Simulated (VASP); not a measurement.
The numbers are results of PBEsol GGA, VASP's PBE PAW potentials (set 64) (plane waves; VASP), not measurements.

VASP input:

**KPOINTS**
```
Regular mesh
0
Gamma
  10 10 10
```

INCAR:
```
# general
SYSTEM   =  CeO2
PREC     =  Accurate
ENCUT    =  460   # plane-wave cut-off (eV)
LREAL    =  .FALSE.
LASPH    =  .TRUE.   # aspherical one-centre terms

# electronic loop
EDIFF    =  1E-6   # SCF stop (eV)
NELM     =  100   # most electronic steps
ALGO     =  Normal
LMAXMIX  =  6   # l cut-off of mixed one-centre charges

# smearing
ISMEAR   =  0
SIGMA    =  0.05

# functional
GGA      =  PS

# ions
ISIF     =  2   # forces and stress, cell fixed

# output
LWAVE    =  .FALSE.
LCHARG   =  .FALSE.
```

### POSCAR
```
CeO2
3.8660710
  0.0000000000   0.7071067758   0.7071067758
  0.7071067758   0.0000000000   0.7071067758
  0.7071067758   0.7071067758   0.0000000000
Ce O
1 2
Cartesian
  0.0000000000   0.0000000000   0.0000000000
  0.3535533879   0.3535533879   0.3535533879
  1.0606601638   1.0606601638   1.0606601638
```

POTCAR, in this order: Ce O (PBE.64 set). Program: vasp_std.

Question: What will the output report for the number of irreducible k-points (NKPTS), largest plane-wave count, number of space-group operations, FFT grid (NGX, NGY, NGZ)?

Answer: 
```
Item                                          Result
--------------------------------------  ------------
number of irreducible k-points (NKPTS)            47
largest plane-wave count                         941
number of space-group operations                  48
FFT grid (NGX, NGY, NGZ)                28 × 28 × 28
```

The structure comes from a computed database's CeO2 entry; how it stands against other phases isn't given here. The cell was not relaxed at this level. The run is one of a series of settings (ENCUT = 460 against the base run), some of them coarse on purpose. The run is not spin-polarised, so no magnetic state was tried.
